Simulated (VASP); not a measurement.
```
VSe2
1.0
    1.58029     0.91238     6.11866
   -1.58029     0.91238     6.11866
    0.00000    -1.82477     6.11866
V Se
1 2
Direct
  0.00000   0.00000   0.00000
  0.75230   0.75230   0.75230
  0.58100   0.58100   0.58100
```
Starting moments (μB, in the order of the record's atoms V Se Se): 2.0 0.0 0.0.

The base run (VASP): PBE GGA, plane waves, VASP's PBE PAW potentials (set 64). Numerical set-up: 400 eV cut-off, 7×7×7 Γ-centred mesh, Gaussian smearing of 0.050 eV, potentials V_sv Se.

One setting is varied; ΔE counts from the base run. The base run took about 2 core-minutes. Times come from single runs on busy shared machines, so they are rough: good to a factor of about 2.

Pressures at a finite cut-off, here 400 eV, hold a Pulay part, which wasn't tested here.

| setting | cost over the base run | electronic steps | bands | ΔE (meV/atom) | pressure (GPa) |
|---|---|---|---|---|---|
| ISPIN = 1, the spin start removed | within a factor of 2 | 15 | 16 | 5.6 | 13.63 |
| NUPDOWN = 1 | within a factor of 2 | 16 | 17 | 16.1 | 15.69 |
| MAGMOM = 0.4 0.0 0.0 | within a factor of 2 | 15 | 16 | 0.0 | 14.05 |
| base run | reference | 16 | 17 | 0.0 | 14.06 |
| MAGMOM = 0 0 0 | within a factor of 2 | 17 | 16 | 5.6 | 13.63 |
| MAGMOM = 4.0 0.0 0.0 | within a factor of 2 | 16 | 18 | 0.0 | 14.08 |
| NUPDOWN = 0 | within a factor of 2 | 16 | 17 | 5.6 | 13.66 |
| NUPDOWN = 2 | within a factor of 2 | 16 | 17 | 306.4 | 19.25 |

Left out are runs that failed, have no time on record or changed the cell.

The structure was generated: VSe2 was put into the 3R-MoS2 type (R3m), which need not be its known phase. The cell was not relaxed at this level.
